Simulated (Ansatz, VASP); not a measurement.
## C (C, zinc blende or diamond type, a = 3.516 A) in two plane-wave programs

Wanted: the spread between two codes on one cell, functional and k mesh. The cell is taken from a series of runs on this material, whose earlier steps may have relaxed, scaled, displaced or heated it; both programs get it as it stands.

Program: Ansatz 0.2.0. Level of theory: plane waves, with VASP 6.6.1 beside it; single point at LDA. Results are calculated unless marked as measured.

## (1) Starting point

It takes space group Fd-3m (No. 227, cubic). The conventional cell has a = 3.516 Å, b = 3.516 Å, c = 3.516 Å, α = 90.00°, β = 90.00°, γ = 90.00°. Nearest to C lie 4 C at 1.52 Å.

Structure file:

```xyz
4
Lattice="2.4862 0.0000 0.0000 0.0000 2.4862 0.0000 0.0000 0.0000 3.5160" Properties=species:S:1:pos:R:3 pbc="T T T"
C     0.0000    0.0000    0.0000
C     1.2431    0.0000    0.8790
C     1.2431    1.2431    1.7580
C     0.0000    1.2431    2.6370
```

## (2) VASP: single point, LDA

With cell and atoms fixed, the geometry can't cause a difference; cores, projectors, grids and the points listed under the comparison can.

Lines of VASP's logs that name or quote its potential files are left out, and so is its time.

File INCAR:

```
SYSTEM = C
PREC = Accurate
ENCUT = 520
EDIFF = 1E-06
NELM = 120
ISMEAR = 0
SIGMA = 0.01
LREAL = .FALSE.
ALGO = Normal
GGA = CA
NBANDS = 14
LORBIT = 11
LWAVE = .FALSE.
LCHARG = .FALSE.
ISIF = 2
LASPH = .TRUE.
GGA_COMPAT = .FALSE.
EFERMI = MIDGAP
```

File POSCAR:

```
C
1.0
    2.4861874427      0.0000000000      0.0000000000
    0.0000000000      2.4861874427      0.0000000000
    0.0000000000      0.0000000000      3.5160000000
C
4
Direct
    0.0000000000      0.0000000000      0.0000000000
    0.5000000000      0.0000000000      0.2500000000
    0.5000000000      0.5000000000      0.5000000000
    0.0000000000      0.5000000000      0.7500000000
```

File KPOINTS:

```
Automatic mesh
0
Gamma
10 10 8
0 0 0
```

Potentials, in the order of the species: C (LDA family, release 64).

The run is started by

```
$ mpirun -np 1 vasp_std
```

Numbers of over 12 decimals in the logs are rounded to 6 here.

Output:

```text
[banner, memory and clock lines left out]
running    1 mpi-ranks, on    1 nodes
 distrk:  each k-point on    1 cores,    1 groups
 distr:  one band on    1 cores,    1 groups

 POSCAR found type information on POSCAR C
 POSCAR found :  1 types and       4 ions
 LDA part: xc-table for (Slater(with rela. corr.)+CA(PZ))
 , standard interpolation
 POSCAR, INCAR and KPOINTS ok, starting setup
 FFT: planning ... GRIDC
 FFT: planning ... GRID_SOFT
 FFT: planning ... GRID
 WAVECAR not read
 entering main loop
       N       E                     dE             d eps       ncg     rms          rms(c)
DAV:   1     0.176662478090E+02    0.17666E+02   -0.87314E+03  2940   0.114E+03
DAV:   2    -0.403083760347E+02   -0.57975E+02   -0.53591E+02  4062   0.197E+02
DAV:   3    -0.422681977287E+02   -0.19598E+01   -0.19500E+01  3864   0.321E+01
DAV:   4    -0.422805084611E+02   -0.12311E-01   -0.12306E-01  3414   0.302E+00
DAV:   5    -0.422806592587E+02   -0.15080E-03   -0.15078E-03  3870   0.282E-01    0.852E+00
DAV:   6    -0.409449868589E+02    0.13357E+01   -0.88010E-01  3204   0.657E+00    0.495E+00
DAV:   7    -0.404816059826E+02    0.46338E+00   -0.98413E-01  3546   0.710E+00    0.110E+00
DAV:   8    -0.404809544935E+02    0.65149E-03   -0.17779E-02  3684   0.103E+00    0.467E-02
DAV:   9    -0.404809270093E+02    0.27484E-04   -0.13984E-04  3696   0.981E-02    0.249E-02
DAV:  10    -0.404809306826E+02   -0.36733E-05   -0.45464E-06  3720   0.175E-02    0.105E-03
DAV:  11    -0.404809306842E+02   -0.15765E-08   -0.38920E-08  2568   0.176E-03
   1 F= -.40480931E+02 E0= -.40480931E+02  d E =0.000000E+00
```

From OUTCAR (step 2):

```text
ion  position               nearest neighbor table
   1  0.000  0.000  0.000-   2 1.52   4 1.52   4 1.52   2 1.52
   2  0.500  0.000  0.250-   1 1.52   3 1.52   3 1.52   1 1.52
   3  0.500  0.500  0.500-   2 1.52   4 1.52   2 1.52   4 1.52
   4  0.000  0.500  0.750-   1 1.52   3 1.52   1 1.52   3 1.52

  LATTYP: Found a simple tetragonal cell.
 ALAT       =     2.4861874427
 C/A-ratio  =     1.4142135623

 Subroutine GETGRP returns: Found 16 space group operations
 (whereof  8 operations were pure point group operations)

The static configuration has the point symmetry D_2d.
 The point group associated with its full space group is D_4h.

 Found    105 irreducible k-points:

   k-points           NKPTS =    105   k-points in BZ     NKDIM =    105   number of bands    NBANDS=     14

   dimension x,y,z NGX =    18 NGY =   18 NGZ =   28
   dimension x,y,z NGXF=    36 NGYF=   36 NGZF=   56

   ENCUT  =  520.0 eV  38.22 Ry    6.18 a.u.   4.62  4.62  6.54*2*pi/ulx,y,z

   NELECT =      16.0000    total number of electrons

 k-points in reciprocal lattice and weights: Automatic mesh
   0.00000000  0.00000000  0.00000000       0.001
   0.10000000  0.00000000  0.00000000       0.005
   0.20000000  0.00000000  0.00000000       0.005
   0.30000000  0.00000000  0.00000000       0.005
   0.40000000  0.00000000  0.00000000       0.005
   0.50000000  0.00000000  0.00000000       0.003
   0.10000000  0.10000000  0.00000000       0.005
   0.20000000  0.10000000  0.00000000       0.010
   0.30000000  0.10000000  0.00000000       0.010
[...]
0.50000000  0.40000000  0.50000000       0.005
   0.50000000  0.50000000  0.50000000       0.001

 average (electrostatic) potential at core
       1 -48.8689       2 -48.8689       3 -48.8689       4 -48.8689

 E-fermi :  12.4645

 k-point     1 :       0.0000    0.0000    0.0000
  band No.  band energies     occupation
    ...
      4       3.8097      2.00000
      5       3.8097      2.00000
      6      10.3629      2.00000
      7      10.3629      2.00000
      8      10.3629      2.00000
      9      15.1650      0.00000
     10      15.1650      0.00000
     11      16.0273      0.00000
     12      16.0273      0.00000
     13      16.0273      0.00000
    ...

 k-point     2 :       0.1000    0.0000    0.0000
  band No.  band energies     occupation
    ...
      4       2.8940      2.00000
      5       3.9700      2.00000
      6       9.3705      2.00000
      7       9.6054      2.00000
      8      10.2457      2.00000
      9      15.3160      0.00000
     10      16.2206      0.00000
     11      16.4760      0.00000
     12      16.6163      0.00000
     13      16.8499      0.00000
    ...

 k-point     3 :       0.2000    0.0000    0.0000
  band No.  band energies     occupation
    ...
      4       1.1701      2.00000
      5       4.4404      2.00000
      6       7.3886      2.00000
      7       7.9310      2.00000
      8       9.8744      2.00000
      9      15.7641      0.00000
     10      16.7965      0.00000
     11      17.8909      0.00000
     12      18.2399      0.00000
     13      19.5284      0.00000
    ...

  Total        1.1000617      1.1000617      1.0994262      0.0000000      0.0000000      0.0000000
  in kB       81.0981628     81.0981628     81.0513175      0.0000000      0.0000000      0.0000000
  external PRESSURE =      81.0825477 kB  Pullay stress =       0.0000000 kB

  energy-cutoff  :      520.00
  volume of cell :       21.73
      direct lattice vectors                 reciprocal lattice vectors
     2.486187443  0.000000000  0.000000000     0.402222287  0.000000000  0.000000000
     0.000000000  2.486187443  0.000000000     0.000000000  0.402222287  0.000000000
     0.000000000  0.000000000  3.516000000     0.000000000  0.000000000  0.284414107

 POSITION                                       TOTAL-FORCE (eV/Angst)
 -----------------------------------------------------------------------------------
      0.00000      0.00000      0.00000         0.000000      0.000000      0.000000
      1.24309      0.00000      0.87900        -0.000000      0.000000      0.000000
      1.24309      1.24309      1.75800         0.000000     -0.000000      0.000000
      0.00000      1.24309      2.63700         0.000000     -0.000000      0.000000
 -----------------------------------------------------------------------------------
    total drift:                                0.000000     -0.000000      0.000000

  FREE ENERGIE OF THE ION-ELECTRON SYSTEM (eV)
  ---------------------------------------------------
  free  energy   TOTEN  =       -40.4809306842 eV

  energy  without entropy=      -40.4809306842  energy(sigma->0) =      -40.48093068

 total charge
# of ion       s       p       d       tot
------------------------------------------
    1        0.826   1.799   0.000   2.625
    2        0.826   1.799   0.000   2.625
    3        0.826   1.799   0.000   2.625
    4        0.826   1.799   0.000   2.625
--------------------------------------------------
tot          3.305   7.195   0.000  10.501

[... 3 further parts left out ...]
```

The run ends at a pressure of 8.11 GPa.

## (3) Ansatz: single point, LDA

Ansatz runs on its default PAW (the set named soft_2) files.

The same cell, functional (in two slightly different forms) and mesh now go to Ansatz, which takes its cutoff from its data sets.

File input.yaml:

```yaml
crystal:
  lattice:
    - [2.4861874427, 0.0, 0.0]
    - [0.0, 2.4861874427, 0.0]
    - [0.0, 0.0, 3.516]
  atoms:
    - { symbol: C, position: [0.0, 0.0, 0.0] }
    - { symbol: C, position: [0.5, 0.0, 0.25] }
    - { symbol: C, position: [0.5, 0.5, 0.5] }
    - { symbol: C, position: [0.0, 0.5, 0.75] }
kpoints:
  mp_grid: { grid: [10, 10, 8] }
hamiltonian:
  xc: lda
scf:
  occupations: { method: fixed }
  convergence: { dr2_threshold: 1.0e-09 }
output:
  transmission:
    leads: [[0, 0]]
    kpoints: [[0, 0], [0.5, 0], [0.5, 0.5], [0.25, 0]]
    e_range: [-1.92, 7.44]
    de: 0.24
```

The run is started by

```
$ ansatz run input.yaml --threads 2 --pin off --max-ram 4096MiB --backend cpu --events-out ev --progress --plain --runs-dir out
```

Output:

```text
Engine: ansatz 0.2.0, x86_64-unknown-linux-gnu
Pseudopotentials: kind: paw
Pseudopotential: C, paw, valence charge 4, recommended cutoff 420 eV (normal), C.paw.azcp
Functional definition: SPW92
  exchange = slater_x
  correlation = pw_c
Crystal: 4 atoms, lattice volume = 21.733 Å³
Basis set: ecut = 420 eV, 403 PW (Γ)
Bands: 12, of which v1, the nominal top of the filled ones, is band 8 counted from 1 (7 counted from 0)
Symmetry: 32 space group operations
Space group: Fd-3m (ITA 227), of the structure as read, at distance tolerance 2.8e-5 Å
k-points: 105 of 800
Non-local potential: C, projectors of the file, l = 0: 2, l = 1: 2, l = 2: 1
PAW form: soft (Blöchl's): semilocal exchange-correlation on the pseudo side does not see the compensation charge
PAW frozen core: C, regenerated for the run's functional, and the local potential with it (the file was generated under x = pbe(κ = 0.804, μ = 0.219515), c = pbe(β = 0.066725))
PAW one-centre angular grid: C, 110 points (default); XC on 64 Gauss nodes
Initial density: superposition of atomic densities (neutral atoms: chi_scale 0, normalization atom), corrected by the library's trained network
Initial wavefunctions: pseudopotential atomic-orbital guess
Functional: x = slater, c = lda
SCF iter   1: F=—  HF=-971.966078 eV  |F-HF|=—  |Δ(HF+E_count)|=         —  Δρ=7.66e-3  dr2=4.95e-3  ethr=1.77e-3  ⟨swp⟩=4.1  Hψ=6339  notcnv=0  defer=159
preconditioner: auto → none  [insulator: Δε(μ)=4.193 eV  Ē_g=17.499 eV  n_scr=6 (ndim 8)  ℏωp=31.9 eV  f_vac=0.000  ε∞_Penn≈4.3]
SCF iter   2: F=—  HF=-971.964784 eV  |F-HF|=—  |Δ(HF+E_count)|=   1.29e-3  Δρ=3.62e-3  dr2=1.03e-3  ethr=3.09e-5  ⟨swp⟩=1.5  Hψ=2192  notcnv=0  defer=159
SCF iter   3: F=—  HF=-971.964497 eV  |F-HF|=—  |Δ(HF+E_count)|=   2.88e-4  Δρ=1.08e-4  dr2=1.21e-6  ethr=6.43e-6  ⟨swp⟩=1.5  Hψ=1353  notcnv=0  defer=180
SCF iter   4: F=—  HF=-971.964500 eV  |F-HF|=—  |Δ(HF+E_count)|=   3.08e-6  Δρ=2.62e-5  dr2=5.72e-8  ethr=7.57e-9  ⟨swp⟩=2.1  Hψ=2080  notcnv=0  defer=17
SCF iter   5: F=—  HF=-971.964500 eV  |F-HF|=—  |Δ(HF+E_count)|=   4.98e-9  Δρ=1.08e-5  dr2=1.64e-8  ethr=3.57e-10  ⟨swp⟩=2.0  Hψ=2100  notcnv=0  defer=16
SCF iter   6: F=—  HF=-971.964500 eV  |F-HF|=—  |Δ(HF+E_count)|=   4.96e-9  Δρ=4.02e-6  dr2=2.38e-9  ethr=1.02e-10  ⟨swp⟩=2.0  Hψ=2070  notcnv=0  defer=16
SCF iter   7: F=-971.964500 eV  HF=-971.964500 eV  |F-HF|=2.88e-11  |Δ(HF+E_count)|=  8.50e-10  Δρ=6.20e-7  dr2=5.51e-11  ethr=6.25e-12  ⟨swp⟩=3.7  Hψ=4197  notcnv=0
SCF 1 converged in 7 iterations: F = -971.964500 eV  dr2 = 5.51e-11
  greatest PAW one-centre occupation: 0.643 electrons in one spin orbital (limit 2), on the C atom at site 3 (counted from 0), in its partial waves of l = 0
transmission: 5 of 20 steps passed
transmission: 10 of 20 steps passed
transmission: 15 of 20 steps passed
transmission: 20 of 20 steps passed
SCF converged after 7 iterations
Free energy (F): -971.964500 eV
Harris-Foulkes:  -971.964500 eV  (|F-HF|=2.88e-11)
Internal energy: -971.964500 eV  (E = F + TS)
E sigma→0 (E₀):  -971.964500 eV
Fermi energy:    13.849519 eV
--- Per-component energies (eV) ---
  E_band       = 74.738896
  E_kinetic    = 374.917293
  E_local      = -242.531909  (includes V_loc(G=0)·N_el)
  E_nonlocal   = 111.932737
  E_hartree    = 51.961820
  E_xc         = -194.921981
  E_vxc        = -242.713750  (∫ρ·V_xc dr)
  E_paw        = -367.608119  (= ΣΔE_a)
  E_vpaw       = -30.789056  (= ΣTr[D̂ρ^β])
  E_aug_tail   = 0.000036  (compensation charges beyond the density's cutoff)
  E_ewald      = -705.965707
  E_core_change = 0.251330  (= ΣΔE_core)
  E_smearing   = -0.000000  (= −TS)
  E_closure    = -0.000000  (closes the sum)
  Σ components = -971.964500   (vs F -971.964500, Δ=0.00e0)
--- Band table (eV; the first three rows and the last of 105) ---
  k-point 0: bands = [... 4 lower, 7.2811, 13.8495, 13.8495, 13.8495, 18.6584, 18.6584, 19.5112, 19.5112]
  k-point 1: bands = [... 4 lower, 7.4274, 13.2650, 13.2650, 13.5085, 18.2151, 19.3978, 19.4429, 20.2191]
  k-point 2: bands = [... 4 lower, 7.8620, 12.0374, 12.0374, 12.5611, 18.0566, 19.1061, 20.6278, 21.8170]
  k-point 104: bands = [... 4 lower, 5.1067, 5.1067, 5.1067, 5.1067, 24.4904, 24.4904, 24.4904, 24.4904]
--- Transmission ---
  basis      : 57 plane waves across, 5 finite elements along
  points     : 4, as listed
  energies   : 40 from -1.920000 to 7.440000 eV about the Fermi level, 0.240000 eV apart; the leads are filled to 2.103526 eV, and channels, transmission and decay are at 2.160000 eV
  crystal 0  : C4, at the sites [0, 0], period 3.5160 Å: whole cells are its period
    offset         : up to 0.0000 Å between an atom of the period and one for which it stands
    channels       : 0.000000e0 a spin
    conductance    : none, the energies end too early or step too widely for 300 K: set another output.transmission.e_range or a lower de, or, where they end at an eighth of basis.ecutwfc, a higher one
    slowest decay  : 0.3037 /Å at (0.0000, 0.0000)
```

Reading the cycles: dr2 is the Hartree energy of the density residual (eV), the measure of convergence; HF is the Harris–Foulkes estimate of the energy, which meets the free energy F at convergence.

## (4) Side by side

Known differences besides the potentials themselves: the two LDA forms differ slightly; fixed occupations in Ansatz, narrow Gaussian smearing in VASP; the cutoff is 420 eV in Ansatz and 520 eV in VASP; VASP's log shows a relativistic correction to its local exchange, Ansatz's none. Total energies have different zeros and are not compared.

Both answers:

```csv
quantity,Ansatz,VASP,difference
gap on the k mesh (eV),4.207,4.203,+0.004
```

A gap on the mesh is an upper bound, since the band edges may lie between its points.

## (5) Outcome

```json
{
  "difference in gap on the k mesh (single point, LDA)": "0.0038 eV"
}
```

The difference in gap on the k mesh is 0.0038 eV (single point, LDA), within the 0.08 eV picked in this series as the mark of a large difference. Such differences can come from data sets, numerical settings and the points named under the comparisons, not from the functional's error against experiment.

[Lines on the potential files, build, host, timing and source positions are cut from VASP's logs without a mark.]

[Logs are printed without paths, hosts, clocks, repeated set-up lines and the standing remarks that a program may print on its own settings, such as how far it seeks lower states.]

[Hosts, paths, dates, database ids (printed as entryN), source tags and the programs' standing remarks are cut or masked in the printed files.]
